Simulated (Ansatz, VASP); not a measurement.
# Zn (linear Zn chain) in two plane-wave programs, part 2 of 2

Wanted: the spread between two codes on one cell, functional and k mesh. The cell is taken from a series of runs on this material, whose earlier steps may have relaxed, scaled, displaced or heated it; both programs get it as it stands.

VASP 6.6.1 and Ansatz 0.2.0.

So far: The structure; Ansatz: single point, PBE, pair 1; VASP: single point, PBE, pair 1; Differences; VASP: single point, PBE, pair 2.

## 6. Ansatz: single point, PBE, pair 2

Level of this step: Ansatz beside VASP: Kohn-Sham DFT, plane waves, PBE (Ansatz).

The same cell, functional, mesh and smearing now go to Ansatz, which takes its cutoff from its data sets.

The cell is taken from a series of runs on this material, whose earlier steps may have relaxed, scaled, displaced or heated it; both programs get it as it stands.

Contents of input.yaml:

```yaml
crystal:
  lattice:
    - [7.5, 0.0, 0.0]
    - [0.0, 7.5, 0.0]
    - [0.0, 0.0, 2.3631742339]
  atoms:
    - { symbol: Zn, position: [0.5, 0.5, 0.0], spin: 0.5 }
magnetization:
  spin_polarized: true
kpoints:
  mp_grid: { grid: [1, 1, 34] }
scf:
  occupations: { method: fermi_dirac, width: 0.05 }
hamiltonian:
  xc: pbe
output:
  transmission:
    e_range: [-2, 2]
    de: 0.035
    kmesh: [1, 1]
    reduced_basis: true
    leads: [[0, 0]]
  stress: true
```

On the command line:

```bash
> ansatz run input.yaml --threads 4 --pin off --max-ram 8192MiB --backend cpu --events-out ev --progress --plain --runs-dir out
```

Numbers of over 12 decimals in the logs are rounded to 6 here.

What it wrote:

```text
[...]
Crystal: 1 atoms, lattice volume = 132.929 Å³
Basis set: ecut = 420 eV, 2583 PW (Γ)
Bands: 11, of which v1, the nominal top of the filled ones, is band 6 counted from 1 (5 counted from 0)
Symmetry: 16 space group operations
[...]
k-points: 18 of 34
[...]
Starting moments: Σ|m| = 0.5 μB on 1 of 1 site
[...]
--- Transmission ---
  basis      : 497 plane waves across, 3 finite elements along
  points     : 1, standing for a mesh of 1 x 1
[...]
crystal 0  : Zn1, at the sites [0, 0], period 2.3632 Å: whole cells are its period
[...]
filled         : 36.5 meV under the level at which it is neutral
    channels       : 1.000000e0 up, 1.000000e0 down
[...]
[key lines of the parts left out:]
SCF converged after 22 iterations
Magnetization: 0.0084 μB (6.0042 up, 5.9958 down)
Free energy (F): -3318.002323 eV
Fermi energy:    -1.005945 eV
P = ⅓ Tr σ = 0.7639 GPa (7.639 kbar)
```

## 7. Comparison

The two programs side by side:

| quantity | Ansatz | VASP | difference |
| --- | --- | --- | --- |
| pressure (GPa) | 0.76 | 0.79 | -0.03 |

## 8. VASP: single point, PBE, pair 3

A single point gives forces, pressure and levels at one fixed geometry, so differences don't come from the geometry; what else differs is listed under the comparison. The cell compared in this pair holds 138.71 Å³, against 132.93 Å³ for the pair before.

Contents of INCAR:

```
SYSTEM = Zn
PREC = Accurate
ENCUT = 500
EDIFF = 1E-06
NELM = 200
ISMEAR = -1
SIGMA = 0.05
LREAL = .FALSE.
ALGO = Normal
GGA = PE
NBANDS = 12
ISPIN = 2
MAGMOM = -0
LORBIT = 11
LWAVE = .FALSE.
LCHARG = .FALSE.
ISIF = 2
LASPH = .TRUE.
GGA_COMPAT = .FALSE.
```

Contents of POSCAR:

```
Zn
1.0
    7.5000000000      0.0000000000      0.0000000000
    0.0000000000      7.5000000000      0.0000000000
    0.0000000000      0.0000000000      2.4659209397
Zn
1
Direct
    0.5000000000      0.5000000000      0.0000000000
```

Contents of KPOINTS:

```
Automatic mesh
0
Gamma
1 1 33
0 0 0
```

PAW data sets: Zn (PBE family, release 64).

On the command line:

```bash
> mpirun -np 1 vasp_std
```

What it wrote:

```text
[... set-up lines as in an earlier step ...]
 entering main loop
       N       E                     dE             d eps       ncg     rms          rms(c)
DAV:   1     0.415799062221E+02    0.41580E+02   -0.46727E+03   816   0.746E+02
DAV:   2     0.141575743212E+01   -0.40164E+02   -0.38608E+02   892   0.166E+02
DAV:   3    -0.181265236748E+00   -0.15970E+01   -0.15945E+01   932   0.365E+01
DAV:   4    -0.192284767846E+00   -0.11020E-01   -0.11019E-01   976   0.335E+00
[...]
DAV:  13    -0.141274470104E+00   -0.66309E-05   -0.67973E-07   860   0.480E-03    0.394E-03
DAV:  14    -0.141281101540E+00   -0.66314E-05   -0.21609E-06   816   0.762E-03    0.843E-04
DAV:  15    -0.141281614318E+00   -0.51278E-06   -0.76102E-08   624   0.173E-03
   1 F= -.14128161E+00 E0= -.13525467E+00  d E =-.120539E-01  mag=     0.0000
```

OUTCAR, selected parts (step 8):

```text
  Total       -0.0589793     -0.0589793      0.8153947      0.0000000      0.0000000      0.0000000
  in kB       -0.6812531     -0.6812531      9.4183925      0.0000000      0.0000000      0.0000000
  external PRESSURE =       2.6852954 kB  Pullay stress =       0.0000000 kB

  FREE ENERGIE OF THE ION-ELECTRON SYSTEM (eV)
  ---------------------------------------------------
  free  energy   TOTEN  =        -0.1412816143 eV

  energy  without entropy=       -0.1292277179  energy(sigma->0) =       -0.13525467

[... 2 parts as in an earlier step ...]

[... 3 further parts left out ...]
[key lines of the parts left out:]
E-fermi :  -1.8199
```

## 9. Ansatz: single point, PBE, pair 3

The same cell, functional, mesh and smearing now go to Ansatz, which takes its cutoff from its data sets.

The cell is taken from a series of runs on this material, whose earlier steps may have relaxed, scaled, displaced or heated it; both programs get it as it stands.

input.yaml, as its differences from that of step 6:

```diff
@@ -4,3 +4,3 @@
     - [0.0, 7.5, 0.0]
-    - [0.0, 0.0, 2.3631742339]
+    - [0.0, 0.0, 2.4659209397]
   atoms:
@@ -10,3 +10,3 @@
 kpoints:
-  mp_grid: { grid: [1, 1, 34] }
+  mp_grid: { grid: [1, 1, 33] }
 scf:
```

On the command line:

```bash
> ansatz run input.yaml --threads 4 --pin off --max-ram 8192MiB --backend cpu --events-out ev --progress --plain --runs-dir out
```

What it wrote:

```text
[...]
Crystal: 1 atoms, lattice volume = 138.708 Å³
Basis set: ecut = 420 eV, 2697 PW (Γ)
Bands: 11, of which v1, the nominal top of the filled ones, is band 6 counted from 1 (5 counted from 0)
Symmetry: 16 space group operations
[...]
k-points: 17 of 33
[...]
Starting moments: Σ|m| = 0.5 μB on 1 of 1 site
[...]
--- Transmission ---
  basis      : 497 plane waves across, 4 finite elements along
  points     : 1, standing for a mesh of 1 x 1
[...]
crystal 0  : Zn1, at the sites [0, 0], period 2.4659 Å: whole cells are its period
[...]
filled         : 44.1 meV under the level at which it is neutral
    channels       : 1.000000e0 up, 1.000000e0 down
[...]
[key lines of the parts left out:]
SCF converged after 17 iterations
Magnetization: -0.0000 μB (6.0000 up, 6.0000 down)
Free energy (F): -3318.058133 eV
Fermi energy:    -0.951003 eV
P = ⅓ Tr σ = 0.2534 GPa (2.534 kbar)
```

## 10. Differences

Compared:

| quantity | Ansatz | VASP | difference |
| --- | --- | --- | --- |
| pressure (GPa) | 0.25 | 0.27 | -0.02 |

## 11. Results

| Item | Value |
| --- | --- |
| difference in total moment (single point, PBE, pair 1) | 0.14 μB |
| difference in pressure (single point, PBE, pair 2) | -0.025 GPa |
| difference in pressure (single point, PBE, pair 3) | -0.015 GPa |

In words: The difference in pressure is -0.025 GPa (single point, PBE, pair 2), within the 1 GPa picked in this series as the mark of a large difference. 5 further runs of this series are not shown here. Such differences can come from data sets, numerical settings and the points named under the comparisons, not from the functional's error against experiment.

[Lines on the potential files, build, host, timing and source positions are cut from VASP's logs without a mark.]

[Logs are printed without paths, hosts, clocks, repeated set-up lines and the standing remarks that a program may print on its own settings, such as how far it seeks lower states.]

[Hosts, paths, dates, database ids (printed as entryN), source tags and the programs' standing remarks are cut or masked in the printed files.]
